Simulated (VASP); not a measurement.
```xyz
3
Lattice="0.0000 3.1800 3.1800 3.1800 0.0000 3.1800 3.1800 3.1800 0.0000" Properties=species:S:1:pos:R:3 pbc="T T T"
Mg     1.5900     1.5900     1.5900
Mg     4.7700     4.7700     4.7700
Si     3.1800     6.3599     3.1800
```

These are PBE GGA, VASP's PBE PAW potentials (set 64) (plane waves; VASP 6.6.1) values and carry that method's errors. Run with 400 eV cut-off, Gaussian smearing of 0.050 eV, potentials Mg Si.

### Question
Give the energies of bands 2 to 7 at the high-symmetry points, in eV from the valence-band maximum.

### Answer

| band | Γ | X | U | L | W |
|---|---|---|---|---|---|
| 2 | 0.00 | -4.42 | -4.00 | -4.74 | -3.59 |
| 3 | 0.00 | -1.94 | -3.43 | -0.70 | -3.59 |
| 4 | 0.00 | -1.94 | -1.62 | -0.70 | -2.65 |
| 5 | 1.85 | 0.21 | 0.70 | 1.24 | 2.67 |
| 6 | 2.56 | 0.40 | 2.97 | 2.55 | 3.55 |
| 7 | 2.56 | 7.90 | 5.84 | 2.55 | 3.55 |

The gap is indirect, 0.21 eV, from the valence maximum at Γ to the conduction minimum at X.

Measured: gap 0.77 eV (computed value off by -0.56 eV), as given by Byungki Ryu et al., Journal of the Korean Physical Society (2019), arXiv:1905.06140.

The compound is Mg2Si in the antifluorite structure. It was relaxed first.
